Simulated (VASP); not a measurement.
Output of a VASP run:

**OSZICAR**
```
       N       E                     dE             d eps       ncg     rms          rms(c)
DAV:   1     0.650277621920E+03    0.65028E+03   -0.28743E+04  7392   0.201E+03
DAV:   2     0.229996885352E+02   -0.62728E+03   -0.59148E+03  7742   0.566E+02
DAV:   3    -0.585725712862E+02   -0.81572E+02   -0.79674E+02  9298   0.192E+02
DAV:   4    -0.619854227488E+02   -0.34129E+01   -0.31337E+01  8250   0.339E+01
DAV:   5    -0.620486626968E+02   -0.63240E-01   -0.63174E-01  7586   0.538E+00    0.420E+01
DAV:   6    -0.581258318836E+02    0.39228E+01   -0.18035E+02  9240   0.119E+02    0.586E+01
DAV:   7    -0.481278594845E+02    0.99980E+01   -0.14662E+02  9512   0.124E+02    0.195E+01
DAV:   8    -0.461433917653E+02    0.19845E+01   -0.92422E+00  7742   0.285E+01    0.863E+00
DAV:   9    -0.456892625365E+02    0.45413E+00   -0.22362E+00  9722   0.156E+01    0.344E+00
DAV:  10    -0.457108738455E+02   -0.21611E-01   -0.22890E-01  7600   0.381E+00    0.185E+00
DAV:  11    -0.457057139996E+02    0.51598E-02   -0.36523E-02  7816   0.197E+00    0.432E-01
DAV:  12    -0.457068216248E+02   -0.11076E-02   -0.38883E-03  7876   0.624E-01    0.249E-01
DAV:  13    -0.457067336847E+02    0.87940E-04   -0.33876E-04  8602   0.244E-01    0.969E-02
DAV:  14    -0.457067496961E+02   -0.16011E-04   -0.98392E-05  8284   0.116E-01    0.358E-02
DAV:  15    -0.457067564959E+02   -0.67998E-05   -0.91736E-05  7524   0.125E-01    0.215E-02
DAV:  16    -0.457067562399E+02    0.25603E-06   -0.17901E-05  7386   0.569E-02    0.709E-03
DAV:  17    -0.457067567148E+02   -0.47488E-06   -0.21779E-06  5874   0.173E-02
   1 F= -.45706757E+02 E0= -.45706614E+02  d E =-.457068E+02  mag=    -0.0000
```

File OUTCAR:
```
------------------------ aborting loop because EDIFF is reached ----------------------------------------
  FORCE on cell =-STRESS in cart. coord.  units (eV):
  Direction    XX          YY          ZZ          XY          YZ          ZX
  --------------------------------------------------------------------------------------
  Total        0.0911490      0.0911490     -0.0184770      0.0000000      0.0000000      0.0000000
  in kB        2.5366695      2.5366695     -0.5142140      0.0000000      0.0000000      0.0000000
  external PRESSURE =       1.5197083 kB  Pullay stress =       0.0000000 kB
  volume of cell :       57.57
      direct lattice vectors                 reciprocal lattice vectors
     4.457566108  0.000000000  0.000000000     0.224337671  0.000000000  0.000000000
     0.000000000  4.457566108  0.000000000     0.000000000  0.224337671  0.000000000
     0.000000000  0.000000000  2.897363147     0.000000000  0.000000000  0.345141409
 POSITION                                       TOTAL-FORCE (eV/Angst)
 -----------------------------------------------------------------------------------
      0.00000      0.00000      0.00000         0.000000      0.000000      0.000000
      2.22878      2.22878      1.44868         0.000000      0.000000      0.000000
      1.35925      1.35925      0.00000        -0.007512     -0.007512      0.000000
      3.58803      0.86954      1.44868        -0.007512      0.007512      0.000000
      0.86954      3.58803      1.44868         0.007512     -0.007512      0.000000
      3.09832      3.09832      0.00000         0.007512      0.007512      0.000000
 -----------------------------------------------------------------------------------
    total drift:                                0.000000      0.000000      0.000000
  FREE ENERGIE OF THE ION-ELECTRON SYSTEM (eV)
  ---------------------------------------------------
  free  energy   TOTEN  =       -45.7067567148 eV

  energy  without entropy=      -45.7063284722  energy(sigma->0) =      -45.70661397

 total charge

# of ion       s       p       d       tot
------------------------------------------
    1        0.337   6.433   4.871  11.640
    2        0.337   6.433   4.871  11.640
    3        1.572   3.448   0.000   5.020
    4        1.572   3.448   0.000   5.020
    5        1.572   3.448   0.000   5.020
    6        1.572   3.448   0.000   5.020
--------------------------------------------------
tot          6.963  26.656   9.742  43.361

 magnetization (x)

# of ion       s       p       d       tot
------------------------------------------
    1        0.013   0.022   2.545   2.579
    2       -0.013  -0.022  -2.545  -2.579
    3       -0.001  -0.047   0.000  -0.048
    4        0.001   0.047   0.000   0.048
    5        0.001   0.047   0.000   0.048
    6       -0.001  -0.047   0.000  -0.048
--------------------------------------------------
tot          0.000   0.000   0.000   0.000

 reached required accuracy - stopping structural energy minimisation
```
(Selected blocks of OUTCAR.)

File POSCAR:
```
MnO2
1
    4.4575661082    -0.0000000000     0.0000000000
   -0.0000000000     4.4575661082     0.0000000000
    0.0000000000     0.0000000000     2.8973631472
Mn O
2 4
Direct
  0.0000000000   0.0000000000   0.0000000000
  0.5000000000   0.5000000000   0.5000000000
  0.3049301452   0.3049301452   0.0000000000
  0.8049301452   0.1950698548   0.5000000000
  0.1950698548   0.8049301452   0.5000000000
  0.6950698548   0.6950698548   0.0000000000
```

**Question.** Reconstruct the remaining input files.

**Answer.** One answer among several that fit: the input of the run itself, revPBE GGA, plane waves, VASP's PBE PAW potentials (set 64).

**INCAR**
```
SYSTEM = MnO2
PREC = Accurate
ENCUT = 520
EDIFF = 1E-6
NELM = 100
ALGO = Normal
LREAL = .FALSE.
LASPH = .TRUE.
ISMEAR = 1
SIGMA = 0.1
GGA = RE
LMAXMIX = 4
ISPIN = 2
MAGMOM = 3.0 -3.0 0.0 0.0 0.0 0.0
LORBIT = 10
LWAVE = .FALSE.
LCHARG = .FALSE.
IBRION = 2
ISIF = 3
NSW = 60
EDIFFG = -0.02
```

KPOINTS:
```
Regular mesh
0
G
 6 6 10
0 0 0
```

POTCAR, in this order: Mn_pv O (PBE.64 set). Program: vasp_std.

The compound is MnO2 in the rutile structure. It was relaxed first. The start is the result of an earlier pass.
